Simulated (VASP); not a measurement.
## C (Diamond): accuracy against cost in the PAW data sets and precision settings

How sensitive are energy and pressure of C (Diamond) to the PAW data sets and precision settings? The series runs use PBE. The PAW data sets tried: minimal 64: C; recommended 54: C; gw 64: C_GW; hard 64: C_h; soft 64: C_s. The precision settings tried: PREC = Low; PREC = Medium; PREC = Normal; PREC = Single; PREC = Accurate; LREAL = Auto; ADDGRID = .TRUE.; LASPH = .TRUE.. The start is a cell from a database of measured crystal structures.

Main program and level: VASP 6.6.1; PBE; plane waves and PAW (C), in the first sound run; inputs show where later runs differ.

## (1) The structure

It takes space group Fd-3m (No. 227, cubic). Conventional cell: a = 3.567 Å, b = 3.567 Å, c = 3.567 Å, α = 90.00°, β = 90.00°, γ = 90.00°. Nearest to C lie 4 C at 1.54 Å.

Coordinates:

```xyz
2
Lattice="0.0000 1.7834 1.7834 1.7834 0.0000 1.7834 1.7834 1.7834 0.0000" Properties=species:S:1:pos:R:3 pbc="T T T"
C     0.0000    0.0000    0.0000
C     0.8917    0.8917    0.8917
```

## (2) PAW data sets: minimal 64: C

Data sets differ in which electrons are valence and how hard the partial waves are. PBE, the usual starting point, adds the gradient of the density.

The input, INCAR:

```
SYSTEM = C
PREC = Accurate
ENCUT = 520
EDIFF = 1E-06
NELM = 100
ISMEAR = -1
SIGMA = 0.05
LREAL = .FALSE.
ALGO = Normal
GGA = PE
NBANDS = 10
LORBIT = 11
LWAVE = .FALSE.
LCHARG = .FALSE.
KPAR = 2
ISIF = 2
```

The input, POSCAR:

```
C
1.0
    0.0000000000      1.7833700000      1.7833700000
    1.7833700000      0.0000000000      1.7833700000
    1.7833700000      1.7833700000      0.0000000000
C
2
Direct
    0.0000000000      0.0000000000      0.0000000000
    0.2500000000      0.2500000000      0.2500000000
```

The input, KPOINTS:

```
Automatic mesh
0
Gamma
11 11 11
0 0 0
```

Potentials, in the order of the species: C (PBE family, release 64).

Command:

```console
$ mpirun -np 2 vasp_std
```

The log of the run:

```text
[banner, memory and clock lines left out]
running    2 mpi-ranks, on    1 nodes
 distrk:  each k-point on    1 cores,    2 groups
 distr:  one band on    1 cores,    1 groups

 POSCAR found type information on POSCAR C
 POSCAR found :  1 types and       2 ions
 LDA part: xc-table for (Slater+PW92), standard interpolation
 POSCAR, INCAR and KPOINTS ok, starting setup
 FFT: planning ... GRIDC
 FFT: planning ... GRID_SOFT
 FFT: planning ... GRID
 WAVECAR not read
 entering main loop
       N       E                     dE             d eps       ncg     rms          rms(c)
DAV:   1     0.854104186731E+00    0.85410E+00   -0.49664E+03  1136   0.797E+02
DAV:   2    -0.184407633890E+02   -0.19295E+02   -0.18745E+02  1566   0.126E+02
DAV:   3    -0.188231507267E+02   -0.38239E+00   -0.38161E+00  1304   0.144E+01
DAV:   4    -0.188240921291E+02   -0.94140E-03   -0.94137E-03  1236   0.764E-01
DAV:   5    -0.188240930786E+02   -0.94949E-06   -0.94935E-06  1268   0.243E-02    0.556E+00
DAV:   6    -0.183447532878E+02    0.47934E+00   -0.26729E-01  1166   0.388E+00    0.332E+00
DAV:   7    -0.181834314068E+02    0.16132E+00   -0.32283E-01  1228   0.432E+00    0.759E-01
DAV:   8    -0.181851766499E+02   -0.17452E-02   -0.77551E-03  1168   0.709E-01    0.435E-02
DAV:   9    -0.181852121360E+02   -0.35486E-04   -0.66300E-05  1372   0.695E-02    0.238E-02
DAV:  10    -0.181852319668E+02   -0.19831E-04   -0.15646E-05  1168   0.380E-02    0.512E-03
DAV:  11    -0.181852320125E+02   -0.45746E-07   -0.19945E-07   986   0.445E-03
   1 F= -.18185232E+02 E0= -.18185232E+02  d E =-.280476E-10
```

The job ended after 3.8 s (2 MPI ranks of AMD EPYC 7R43, shared host; peak memory 0.16 GiB; 6.5 s of CPU time).

Lines that name or quote the potential files are left out of all logs, and their timing lines are given in words.

From OUTCAR (step 2):

```text
ion  position               nearest neighbor table
   1  0.000  0.000  0.000-   2 1.54   2 1.54   2 1.54   2 1.54
   2  0.250  0.250  0.250-   1 1.54   1 1.54   1 1.54   1 1.54

  LATTYP: Found a face centered cubic cell.
 ALAT       =     3.5667400000

 Subroutine GETGRP returns: Found 48 space group operations
 (whereof 24 operations were pure point group operations)

The static configuration has the point symmetry T_d .
 The point group associated with its full space group is O_h .

 Found     56 irreducible k-points:

   k-points           NKPTS =     56   k-points in BZ     NKDIM =     56   number of bands    NBANDS=     10

   dimension x,y,z NGX =    20 NGY =   20 NGZ =   20
   dimension x,y,z NGXF=    40 NGYF=   40 NGZF=   40

   ENCUT  =  520.0 eV  38.22 Ry    6.18 a.u.   4.69  4.69  4.69*2*pi/ulx,y,z

   NELECT =       8.0000    total number of electrons

 k-points in reciprocal lattice and weights: Automatic mesh
   0.00000000  0.00000000  0.00000000       0.001
   0.09090909  0.00000000  0.00000000       0.006
   0.18181818  0.00000000  0.00000000       0.006
   0.27272727  0.00000000  0.00000000       0.006
   0.36363636  0.00000000  0.00000000       0.006
   0.45454545  0.00000000  0.00000000       0.006
   0.09090909  0.09090909  0.00000000       0.005
   0.18181818  0.09090909  0.00000000       0.018
   0.27272727  0.09090909  0.00000000       0.018
[...]
-0.36363636  0.45454545  0.18181818       0.018
  -0.27272727  0.45454545  0.18181818       0.018

 average (electrostatic) potential at core
       1 -45.3821       2 -45.3821

 E-fermi :  10.6749

 k-point     1 :       0.0000    0.0000    0.0000
  band No.  band energies     occupation
      1     -11.7473      2.00000
      2       9.7301      2.00000
      3       9.7301      2.00000
      4       9.7301      2.00000
      5      15.3200      0.00000
      6      15.3200      0.00000
      7      15.3200      0.00000
      8      23.0621      0.00000
      9      29.0239      0.00000
    ...

 k-point     2 :       0.0909    0.0000    0.0000
  band No.  band energies     occupation
      1     -11.5184      2.00000
      2       8.3048      2.00000
      3       9.3528      2.00000
      4       9.3528      2.00000
      5      15.8150      0.00000
      6      15.8150      0.00000
      7      16.1384      0.00000
      8      23.2584      0.00000
      9      29.3994      0.00000
    ...

 k-point     3 :       0.1818    0.0000    0.0000
  band No.  band energies     occupation
      1     -10.8352      2.00000
      2       5.4662      2.00000
      3       8.5700      2.00000
      4       8.5700      2.00000
      5      16.8361      0.00000
      6      16.8361      0.00000
      7      17.2897      0.00000
      8      23.8145      0.00000
      9      30.1224      0.00000
    ...

  Total        0.1740039      0.1740039      0.1740039      0.0000000      0.0000000     -0.0000000
  in kB       24.5762286     24.5762286     24.5762286      0.0000000      0.0000000     -0.0000000
  external PRESSURE =      24.5762286 kB  Pullay stress =       0.0000000 kB

  energy-cutoff  :      520.00
  volume of cell :       11.34
      direct lattice vectors                 reciprocal lattice vectors
     0.000000000  1.783370000  1.783370000    -0.280368067  0.280368067  0.280368067
     1.783370000  0.000000000  1.783370000     0.280368067 -0.280368067  0.280368067
     1.783370000  1.783370000  0.000000000     0.280368067  0.280368067 -0.280368067

 POSITION                                       TOTAL-FORCE (eV/Angst)
 -----------------------------------------------------------------------------------
      0.00000      0.00000      0.00000        -0.000000     -0.000000     -0.000000
      0.89168      0.89168      0.89168         0.000000      0.000000      0.000000
 -----------------------------------------------------------------------------------
    total drift:                                0.000000      0.000000      0.000000

  FREE ENERGIE OF THE ION-ELECTRON SYSTEM (eV)
  ---------------------------------------------------
  free  energy   TOTEN  =       -18.1852320125 eV

  energy  without entropy=      -18.1852320125  energy(sigma->0) =      -18.18523201

 total charge
# of ion       s       p       d       tot
------------------------------------------
    1        0.829   1.748   0.000   2.577
    2        0.829   1.748   0.000   2.577
--------------------------------------------------
tot          1.659   3.496   0.000   5.154

[... 3 further parts left out ...]
```

The gap is read on the k-mesh alone, so it is an upper bound where the band edges lie off the mesh.

This step gave:

```yaml
scf_cycles: 11
electrons: 8
bands: 10
irreducible_k_points: 56
symmetry_operations: 48
free_energy_toten: -18.19 eV
fermi_energy: 10.67 eV
pressure: 2.458 GPa
metallic: no
valence_top_at_k: 0, 0, 0
conduction_bottom_at_k: 0.3636, 0.3636, 0
least_direct_gap_at_k: 0, 0, 0
gap_on_the_k_mesh: 4.128 eV
least_direct_gap_on_the_k_mesh: 5.590 eV
```

The series starts at -9.0926 eV an atom and 2.46 GPa, after 11 cycles in 3.8 s.

## (3) PAW data sets: recommended 54: C

INCAR is that of step 2.

POSCAR is that of step 2.

KPOINTS is that of step 2.

The projector-augmented-wave data sets are C (PBE family, release 54).

Command:

```console
$ mpirun -np 2 vasp_std
```

The log of the run:

```text
[... set-up lines as in an earlier step ...]
 entering main loop
       N       E                     dE             d eps       ncg     rms          rms(c)
[... 11 cycles as in an earlier step ...]
   1 F= -.18185232E+02 E0= -.18185232E+02  d E =-.280476E-10
```

Elapsed: 4 s, on 2 MPI ranks; peak memory 0.17 GiB; 6.8 s of CPU time.

Parts of OUTCAR (step 3):

```text
[... 6 parts as in an earlier step ...]

[... 1 further part left out ...]
[key lines of the parts left out:]
E-fermi :  10.6749
```

With 8 valence electrons the pressure is 2.46 GPa, +0.00 GPa from the first of the series, after 11 cycles in 4 s.

## (4) PAW data sets: GW 64: C GW

This step: PBE; plane waves and PAW (C_GW) (VASP 6.6.1).

Changes to INCAR since step 3:

```diff
@@ -2,3 +2,3 @@
 PREC = Accurate
-ENCUT = 520
+ENCUT = 540
 EDIFF = 1E-06
```

POSCAR is that of step 3.

KPOINTS is that of step 3.

PAW data sets: C_GW (PBE family, release 64).

Command:

```console
$ mpirun -np 2 vasp_std
```

The log of the run:

```text
[... set-up lines as in an earlier step ...]
 entering main loop
       N       E                     dE             d eps       ncg     rms          rms(c)
DAV:   1     0.186284349383E+02    0.18628E+02   -0.50912E+03  1136   0.863E+02
DAV:   2    -0.179927657477E+02   -0.36621E+02   -0.34255E+02  1376   0.226E+02
DAV:   3    -0.188558299726E+02   -0.86306E+00   -0.86050E+00  1428   0.271E+01
DAV:   4    -0.188594612569E+02   -0.36313E-02   -0.36304E-02  1322   0.180E+00
[...]
DAV:   9    -0.182075582095E+02   -0.62435E-04   -0.91219E-05  1530   0.121E-01    0.176E-02
DAV:  10    -0.182075736659E+02   -0.15456E-04   -0.14485E-05  1210   0.397E-02    0.161E-03
DAV:  11    -0.182075739297E+02   -0.26388E-06   -0.34363E-07  1174   0.616E-03
   1 F= -.18207574E+02 E0= -.18207574E+02  d E =-.254990E-10
```

Elapsed: 4.2 s, on 2 MPI ranks; peak memory 0.17 GiB; 7.2 s of CPU time.

OUTCAR, selected parts (step 4):

```text
  Total        0.1019643      0.1019643      0.1019643      0.0000000      0.0000000      0.0000000
  in kB       14.4013917     14.4013917     14.4013917      0.0000000      0.0000000      0.0000000
  external PRESSURE =      14.4013917 kB  Pullay stress =       0.0000000 kB

  FREE ENERGIE OF THE ION-ELECTRON SYSTEM (eV)
  ---------------------------------------------------
  free  energy   TOTEN  =       -18.2075739297 eV

  energy  without entropy=      -18.2075739297  energy(sigma->0) =      -18.20757393

[... 2 parts as in an earlier step ...]

[... 2 further parts left out ...]
[key lines of the parts left out:]
E-fermi :  10.7097
```

With 8 valence electrons the pressure is 1.44 GPa, -1.02 GPa from the first of the series, after 11 cycles in 4.2 s.

## (5) PAW data sets: hard 64: C h

This step: PBE; plane waves and PAW (C_h) (VASP 6.6.1).

Changes to INCAR since step 4:

```diff
@@ -2,3 +2,3 @@
 PREC = Accurate
-ENCUT = 540
+ENCUT = 970
 EDIFF = 1E-06
```

POSCAR is that of step 4.

KPOINTS is that of step 4.

The projector-augmented-wave data sets are C_h (PBE family, release 64).

Command:

```console
$ mpirun -np 2 vasp_std
```

The log of the run:

```text
[... set-up lines as in an earlier step ...]
 entering main loop
       N       E                     dE             d eps       ncg     rms          rms(c)
DAV:   1     0.161584631718E+02    0.16158E+02   -0.72751E+03  1120   0.130E+03
DAV:   2    -0.177050121216E+02   -0.33863E+02   -0.32069E+02  1584   0.173E+02
DAV:   3    -0.188288609300E+02   -0.11238E+01   -0.11205E+01  1362   0.290E+01
DAV:   4    -0.188324026598E+02   -0.35417E-02   -0.35413E-02  1282   0.170E+00
[...]
DAV:   9    -0.182134462391E+02   -0.43107E-04   -0.62871E-05  1432   0.744E-02    0.181E-02
DAV:  10    -0.182134634769E+02   -0.17238E-04   -0.15016E-05  1184   0.378E-02    0.223E-03
DAV:  11    -0.182134633427E+02    0.13411E-06   -0.21596E-07  1064   0.514E-03
   1 F= -.18213463E+02 E0= -.18213463E+02  d E =-.312044E-10
```

The job ended after 9 s (2 MPI ranks; peak memory 0.24 GiB; 17 s of CPU time).

OUTCAR, selected parts (step 5):

```text
  Total        0.1181425      0.1181425      0.1181425     -0.0000000     -0.0000000      0.0000000
  in kB       16.6863964     16.6863964     16.6863964     -0.0000000     -0.0000000      0.0000000
  external PRESSURE =      16.6863964 kB  Pullay stress =       0.0000000 kB

 POSITION                                       TOTAL-FORCE (eV/Angst)
 -----------------------------------------------------------------------------------
      0.00000      0.00000      0.00000        -0.000000      0.000000     -0.000000
      0.89168      0.89168      0.89168         0.000000     -0.000000      0.000000
 -----------------------------------------------------------------------------------
    total drift:                                0.000000      0.000000      0.000000

  FREE ENERGIE OF THE ION-ELECTRON SYSTEM (eV)
  ---------------------------------------------------
  free  energy   TOTEN  =       -18.2134633427 eV

  energy  without entropy=      -18.2134633427  energy(sigma->0) =      -18.21346334

[... 1 part as in an earlier step ...]

[... 2 further parts left out ...]
[key lines of the parts left out:]
E-fermi :  11.8795
```

With 8 valence electrons the pressure is 1.67 GPa, -0.79 GPa from the first of the series, after 11 cycles in 9 s.

## (6) PAW data sets: soft 64: C s

This step: PBE; plane waves and PAW (C_s) (VASP 6.6.1).

Changes to INCAR since step 5:

```diff
@@ -2,3 +2,3 @@
 PREC = Accurate
-ENCUT = 970
+ENCUT = 400
 EDIFF = 1E-06
```

POSCAR is that of step 5.

KPOINTS is that of step 5.

The projector-augmented-wave data sets are C_s (PBE family, release 64).

Command:

```console
$ mpirun -np 2 vasp_std
```

The log of the run:

```text
[... set-up lines as in an earlier step ...]
 entering main loop
       N       E                     dE             d eps       ncg     rms          rms(c)
DAV:   1     0.296455925196E+02    0.29646E+02   -0.37012E+03  1160   0.657E+02
DAV:   2    -0.176237138791E+02   -0.47269E+02   -0.41966E+02  1158   0.222E+02
DAV:   3    -0.188152297000E+02   -0.11915E+01   -0.11869E+01  1428   0.385E+01
DAV:   4    -0.188225889759E+02   -0.73593E-02   -0.73583E-02  1462   0.256E+00
[...]
DAV:  10    -0.181530803185E+02   -0.22597E-04   -0.12856E-05  1220   0.377E-02    0.952E-03
DAV:  11    -0.181530828770E+02   -0.25584E-05   -0.25382E-06  1294   0.158E-02    0.480E-03
DAV:  12    -0.181530829162E+02   -0.39279E-07   -0.17315E-08   666   0.193E-03
   1 F= -.18153083E+02 E0= -.18153083E+02  d E =-.805090E-11
```

Elapsed: 2.8 s, on 2 MPI ranks; peak memory 0.15 GiB; 4.5 s of CPU time.

OUTCAR, selected parts (step 6):

```text
  Total        0.2155689      0.2155689      0.2155689      0.0000000     -0.0000000     -0.0000000
  in kB       30.4468422     30.4468422     30.4468422      0.0000000     -0.0000000     -0.0000000
  external PRESSURE =      30.4468422 kB  Pullay stress =       0.0000000 kB

 POSITION                                       TOTAL-FORCE (eV/Angst)
 -----------------------------------------------------------------------------------
      0.00000      0.00000      0.00000        -0.000000     -0.000000      0.000000
      0.89168      0.89168      0.89168         0.000000      0.000000     -0.000000
 -----------------------------------------------------------------------------------
    total drift:                                0.000000      0.000000      0.000000

  FREE ENERGIE OF THE ION-ELECTRON SYSTEM (eV)
  ---------------------------------------------------
  free  energy   TOTEN  =       -18.1530829162 eV

  energy  without entropy=      -18.1530829162  energy(sigma->0) =      -18.15308292

[... 1 part as in an earlier step ...]

[... 2 further parts left out ...]
[key lines of the parts left out:]
E-fermi :  12.2339
```

With 8 valence electrons the pressure is 3.04 GPa, +0.59 GPa from the first of the series, after 12 cycles in 2.8 s.

## (7) The PAW data sets series as a table

This step: convergence of PBE results with the datasets; plane waves and PAW (VASP 6.6.1).

Derived from the runs above.

Results of the series, by row:

| setting | status | pressure (GPa) | gap (eV) | SCF cycles | wall time (s) |
| --- | --- | --- | --- | --- | --- |
| minimal 64: C, 520 eV | converged | 2.458 | 4.128 | 11 | 3.8 |
| recommended 54: C, 520 eV | converged | 2.458 | 4.128 | 11 | 4 |
| gw 64: C_GW, 540 eV | converged | 1.44 | 4.13 | 11 | 4.2 |
| hard 64: C_h, 970 eV | converged | 1.669 | 4.137 | 11 | 9 |
| soft 64: C_s, 400 eV | converged | 3.045 | 4.14 | 12 | 2.8 |

## (8) Precision settings: PREC = Low

This step: PBE; plane waves and PAW (C) (VASP 6.6.1).

PREC sets the FFT grids, and LREAL, ADDGRID and LASPH trade speed for accuracy.

Changes to INCAR since step 6:

```diff
@@ -1,4 +1,4 @@
 SYSTEM = C
-PREC = Accurate
-ENCUT = 400
+PREC = Low
+ENCUT = 520
 EDIFF = 1E-06
```

POSCAR is that of step 6.

KPOINTS is that of step 6.

Potentials, in the order of the species: C (PBE family, release 64).

Command:

```console
$ mpirun -np 2 vasp_std
```

The log of the run:

```text
[... set-up lines as in an earlier step ...]
 entering main loop
       N       E                     dE             d eps       ncg     rms          rms(c)
DAV:   1     0.852624394786E+00    0.85262E+00   -0.49663E+03  1136   0.797E+02
DAV:   2    -0.184415556171E+02   -0.19294E+02   -0.18745E+02  1566   0.126E+02
DAV:   3    -0.188239294523E+02   -0.38237E+00   -0.38160E+00  1304   0.144E+01
DAV:   4    -0.188248708690E+02   -0.94142E-03   -0.94139E-03  1236   0.766E-01
DAV:   5    -0.188248718183E+02   -0.94929E-06   -0.94915E-06  1268   0.245E-02    0.556E+00
DAV:   6    -0.183454896368E+02    0.47938E+00   -0.26731E-01  1166   0.388E+00    0.332E+00
DAV:   7    -0.181841582412E+02    0.16133E+00   -0.32286E-01  1228   0.432E+00    0.759E-01
DAV:   8    -0.181859035051E+02   -0.17453E-02   -0.77557E-03  1168   0.709E-01    0.435E-02
DAV:   9    -0.181859390222E+02   -0.35517E-04   -0.66289E-05  1372   0.695E-02    0.238E-02
DAV:  10    -0.181859588798E+02   -0.19858E-04   -0.15651E-05  1168   0.380E-02    0.512E-03
DAV:  11    -0.181859589253E+02   -0.45536E-07   -0.19935E-07   986   0.445E-03
   1 F= -.18185959E+02 E0= -.18185959E+02  d E =-.280437E-10
```

Elapsed: 2.2 s, on 2 MPI ranks; peak memory 0.14 GiB; 3.2 s of CPU time.

OUTCAR, selected parts (step 8):

```text
   NELECT =       8.0000    total number of electrons

 E-fermi :  10.6747

 k-point     1 :       0.0000    0.0000    0.0000
  band No.  band energies     occupation
      1     -11.7471      2.00000
      2       9.7296      2.00000
      3       9.7300      2.00000
      4       9.7300      2.00000
      5      15.3195      0.00000
      6      15.3199      0.00000
      7      15.3199      0.00000
      8      23.0626      0.00000
      9      29.0241      0.00000
    ...

  Total        0.1776247      0.1776247      0.1776247      0.0000000      0.0000000     -0.0000000
  in kB       25.0876296     25.0876296     25.0876296      0.0000000      0.0000000     -0.0000000
  external PRESSURE =      25.0876296 kB  Pullay stress =       0.0000000 kB

 POSITION                                       TOTAL-FORCE (eV/Angst)
 -----------------------------------------------------------------------------------
      0.00000      0.00000      0.00000        -0.000000     -0.000000     -0.000000
      0.89168      0.89168      0.89168         0.000000      0.000000      0.000000
 -----------------------------------------------------------------------------------
    total drift:                               -0.000000     -0.000000      0.000000

  FREE ENERGIE OF THE ION-ELECTRON SYSTEM (eV)
  ---------------------------------------------------
  free  energy   TOTEN  =       -18.1859589253 eV

  energy  without entropy=      -18.1859589253  energy(sigma->0) =      -18.18595893

[... 9 parts as in an earlier step ...]

[... 8 further parts left out ...]
```

Numbers from this step:

```yaml
scf_cycles: 11
free_energy_toten: -18.19 eV
fermi_energy: 10.67 eV
pressure: 2.509 GPa
gap_on_the_k_mesh: 4.128 eV
least_direct_gap_on_the_k_mesh: 5.589 eV
```

The series starts at -9.0930 eV an atom and 2.51 GPa, after 11 cycles in 2.2 s.

(Part 1 of 2 ends here.)

[Lines on the potential files, build, host, timing and source positions are cut from VASP's logs without a mark.]

[Logs are printed without paths, hosts, clocks, repeated set-up lines and the standing remarks that a program may print on its own settings, such as how far it seeks lower states.]

[Hosts, paths, dates, database ids (printed as entryN), source tags and the programs' standing remarks are cut or masked in the printed files.]

[A measured line is paired with the nearest computed mode of its activity, which favours agreement.]
